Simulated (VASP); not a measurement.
An input for Ansatz (written as the equivalent of a VASP run, and not itself run):

Ansatz 0.2 input:
```yaml
crystal:
  lattice:
    - [3.4662894, 0.0000000, 0.0000000]
    - [0.0000000, 3.4662894, 0.0000000]
    - [0.0000000, 0.0000000, 3.4662894]
  atoms:
    - { symbol: Al, position: [0.0000000, 0.0000000, 0.0000000] }
    - { symbol: Ni, position: [0.0000000, 0.5000000, 0.5000000], spin: 0.2 }
    - { symbol: Ni, position: [0.5000000, 0.0000000, 0.5000000], spin: 0.2 }
    - { symbol: Ni, position: [0.5000000, 0.5000000, 0.0000000], spin: 0.2 }
kpoints:
  mp_grid: { grid: [9, 9, 9] }
hamiltonian:
  xc: pbesol
  pseudopotentials: { kind: paw }
magnetization: { spin_polarized: true }
scf:
  occupations: { method: methfessel_paxton, width: 0.1 }
  max_iter: 100
relax:
  max_steps: 40
  f_tol: 0.02
  cell: { p_target: 10 }
output: { forces: true, stress: true, eigenvalues: true }
```

### Question
Write the VASP files for the same calculation (PBEsol).

### Answer
This is not unique; one that fits is 
### INCAR
```
ALGO  =  Normal
EDIFF  =  1E-6
EDIFFG  =  -0.02
ENCUT  =  500
GGA  =  PS
IBRION  =  2
ISIF  =  3
ISMEAR  =  1
ISPIN  =  2
LASPH  =  .True.
LCHARG  =  .False.
LMAXMIX  =  4
LORBIT  =  10
LREAL  =  .False.
LWAVE  =  .False.
MAGMOM  =  -0.0 3*0.2
NELM  =  100
NSW  =  40
PREC  =  Accurate
PSTRESS  =  100
SIGMA  =  0.1
SYSTEM  =  Ni3Al
```

### KPOINTS
```
Regular mesh
0
Gamma
  9 9 9
0 0 0
```

File POSCAR:
```
Ni3Al
1.0
  3.4662893756   0.0000000000   0.0000000000
  0.0000000000   3.4662893756   0.0000000000
  0.0000000000   0.0000000000   3.4662893756
Al Ni
1 3
Cartesian
  0.0000000000   0.0000000000   0.0000000000
  0.0000000000   1.7331446878   1.7331446878
  1.7331446878   0.0000000000   1.7331446878
  1.7331446878   1.7331446878   0.0000000000
```

POTCAR, in this order: Al Ni (PBE.64 set). Program: vasp_std.

What does not carry over: each code has its own PAW files, so the cut-off isn't converted (ENCUT is set for VASP's; basis.ecutwfc is left out, and Ansatz then takes the one that its files recommend); Ansatz stops its SCF on the density residual and VASP on the energy change (EDIFF).

The compound is Ni3Al in the L1_2 structure. It was relaxed first under an external pressure of 10 GPa.
